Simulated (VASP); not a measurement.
Method: PBEsol GGA, VASP's PBE PAW potentials (set 64) (plane waves; VASP 6.6.1).

VASP input:

### INCAR
```
ISMEAR = 0   ! Gaussian
ENCUT = 300   ! plane-wave cut-off (eV)
GGA = PS   ! PBEsol
LCHARG = .False.
PREC = Accurate
NELM = 100
ISIF = 2   ! forces and stress, cell fixed
EDIFF = 1E-6   ! SCF stop (eV)
LMAXMIX = 4   ! l cut-off of mixed one-centre charges
LWAVE = .False.
SYSTEM = Ag
SIGMA = 0.05
ALGO = Normal   ! blocked Davidson
LASPH = .True.   ! aspherical one-centre terms
LREAL = .False.   ! projection in real space or not
```

POSCAR:
```
Ag
1
    2.8638540000     0.0000000000     0.0000000000
   -1.4319270000     2.4801700000     0.0000000000
    0.0000000000     0.0000000000     4.6076270000
Ag
2
Direct
  0.3333330000   0.6666670000   0.2500000000
  0.6666670000   0.3333330000   0.7500000000
```

File KPOINTS:
```
Automatic mesh
0
Gamma
10 10 6
0 0 0
```

POTCAR, in this order: Ag (PBE.64 set). Program: vasp_std.

Q: What will the output report for the number of irreducible k-points (NKPTS), largest plane-wave count, number of space-group operations, FFT grid (NGX, NGY, NGZ)?

A: 
The number of irreducible k-points (NKPTS) is 56. The largest plane-wave count comes out as 394. The number of space-group operations is 24 and the FFT grid (NGX, NGY, NGZ) is 16 × 16 × 28.

The structure comes from a computed database's Ag entry (P6_3/mmc); how it stands against other phases isn't given here. The cell was not relaxed at this level, and its volume differs by -5.9 % from the start's.
